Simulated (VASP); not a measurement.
An input for Ansatz (written as the equivalent of a VASP run, and not itself run):

Ansatz 0.2 input:
```yaml
crystal:
  lattice:
    - [3.1221650, 0.0000000, 0.0000000]
    - [-1.5610820, 2.7038730, 0.0000000]
    - [0.0000000, 0.0000000, 10.2211660]
  atoms:
    - { symbol: Ga, position: [0.0000000, 0.0000000, 0.0000000] }
    - { symbol: Ga, position: [0.0000000, 0.0000000, 0.5000000] }
    - { symbol: Ga, position: [0.6666670, 0.3333330, 0.7501800] }
    - { symbol: Ga, position: [0.3333330, 0.6666670, 0.2501800] }
    - { symbol: N, position: [0.0000000, 0.0000000, 0.8121600] }
    - { symbol: N, position: [0.0000000, 0.0000000, 0.3121600] }
    - { symbol: N, position: [0.6666670, 0.3333330, 0.5632900] }
    - { symbol: N, position: [0.3333330, 0.6666670, 0.0632900] }
kpoints:
  mp_grid: { grid: [6, 6, 2] }
hamiltonian:
  xc: pbe
  pseudopotentials: { kind: paw }
scf:
  occupations: { method: methfessel_paxton, width: 0.05 }
  max_iter: 100
output: { forces: true, stress: true, eigenvalues: true }
```

### Question
Write the VASP files for the same calculation (PBE).

### Answer
Several could match; the one computed here: 
KPOINTS:
```
Automatic
0
Gamma
  6 6 2
0 0 0
```

### INCAR
```
ALGO = Normal
EDIFF = 1E-6
ENCUT = 200
GGA = PE
ISIF = 2
ISMEAR = 1
LASPH = .TRUE.
LCHARG = .FALSE.
LMAXMIX = 4
LREAL = .FALSE.
LWAVE = .FALSE.
NELM = 100
PREC = Accurate
SIGMA = 0.05
SYSTEM = GaN
```

### POSCAR
```
GaN
1
    3.1221650000     0.0000000000     0.0000000000
   -1.5610820000     2.7038730000     0.0000000000
    0.0000000000     0.0000000000    10.2211660000
Ga N
4 4
Direct
  0.0000000000   0.0000000000   0.0000000000
  0.0000000000   0.0000000000   0.5000000000
  0.6666670000   0.3333330000   0.7501800000
  0.3333330000   0.6666670000   0.2501800000
  0.0000000000   0.0000000000   0.8121600000
  0.0000000000   0.0000000000   0.3121600000
  0.6666670000   0.3333330000   0.5632900000
  0.3333330000   0.6666670000   0.0632900000
```

POTCAR, in this order: Ga_d N (PBE.64 set). Program: vasp_std.

What does not carry over: each code has its own PAW files, so the cut-off isn't converted (ENCUT is set for VASP's; basis.ecutwfc is left out, and Ansatz then takes the one that its files recommend); Ansatz stops its SCF on the density residual and VASP on the energy change (EDIFF).

The structure was generated: GaN was put into an ordered model structure, which need not be its known phase. The cell was not relaxed at this level. The run is one of a series of settings (ENCUT = 200 against the base run), some of them coarse on purpose.
